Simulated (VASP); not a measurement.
```
KBr
1.0
    0.00000     3.20402     3.20402
    3.20402     0.00000     3.20402
    3.20402     3.20402     0.00000
K Br
1 1
Direct
  0.00000   0.00000   0.00000
  0.50000   0.50000   0.50000
```

These are r2SCAN meta-GGA, VASP's PBE PAW potentials (set 64) (plane waves; VASP 6.6.1) values and carry that method's errors. Run with 480 eV cut-off, 6×6×6 Γ-centred mesh, Gaussian smearing of 0.050 eV, potentials K_sv Br.

Task: Predict the energy per atom (σ→0), pressure, band gap (on the k-mesh) with the smallest direct gap where there is one.

Result: 
```json
{
 "band gap (on the k-mesh)": "5.35 eV",
 "smallest direct gap (on the k-mesh)": "5.35 eV",
 "energy per atom (σ→0)": "-11.606 eV/atom",
 "pressure": "1.86 GPa"
}
```

Total energies compare only between runs with the same potentials, cut-off and functional.

The compound is KBr in the rock salt structure. This cell was strained or had an atom moved on purpose.
